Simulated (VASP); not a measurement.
Level of theory: PW91 GGA, VASP's PBE PAW potentials (set 64) (plane waves; VASP).

VASP input:

INCAR:
```
ALGO = Normal
EDIFF = 1E-7
EDIFFG = -0.01
ENCUT = 520
GGA = 91
IBRION = 2
ISIF = 4
ISMEAR = 0
LASPH = .True.
LCHARG = .False.
LMAXMIX = 4
LREAL = .False.
LWAVE = .False.
NELM = 100
NSW = 30
PREC = Accurate
SIGMA = 0.05
SYSTEM = TiO2
```

KPOINTS:
```
Automatic mesh
0
G
5 5 7
0 0 0
```

File POSCAR:
```
TiO2
1
    4.6411572083     0.0000000000     0.0000000000
    0.0000000000     4.6411572083     0.0000000000
    0.0000000000     0.0000000000     2.9685613664
Ti O
2 4
Direct
  0.0000000000   1.0000000000   0.0000000000
  0.5000000000   0.5000000000   0.5000000000
  0.3048417183   0.3048417183   0.0000000000
  0.8048417183   0.1951582817   0.5000000000
  0.1951582817   0.8048417183   0.5000000000
  0.6951582817   0.6951582817   1.0000000000
```

POTCAR, in this order: Ti_sv O (PBE.64 set). Program: vasp_std.

Question: What does the run give for the energy per atom (σ→0), band gap (on the k-mesh)?

Answer: 
energy per atom (σ→0): -8.993 eV/atom
band gap (on the k-mesh): 1.81 eV

File OSZICAR:
```
...
DAV:  10    -0.539609934598E+02   -0.11197E-01   -0.10969E-01  1668   0.260E+00    0.192E-01
DAV:  11    -0.539610655661E+02   -0.72106E-04   -0.41973E-03  1824   0.463E-01    0.101E-01
DAV:  12    -0.539610064219E+02    0.59144E-04   -0.53808E-04  1788   0.155E-01    0.503E-02
DAV:  13    -0.539609823101E+02    0.24112E-04   -0.12958E-04  1828   0.869E-02    0.873E-03
DAV:  14    -0.539609829293E+02   -0.61919E-06   -0.67819E-06  1928   0.214E-02    0.441E-03
DAV:  15    -0.539609833404E+02   -0.41104E-06   -0.14821E-06  1748   0.894E-03    0.151E-03
DAV:  16    -0.539609833265E+02    0.13814E-07   -0.38688E-07  1352   0.505E-03
   1 F= -.53960983E+02 E0= -.53960983E+02  d E =-.539610E+02
```

The compound is TiO2 in the rutile structure. It was relaxed first.
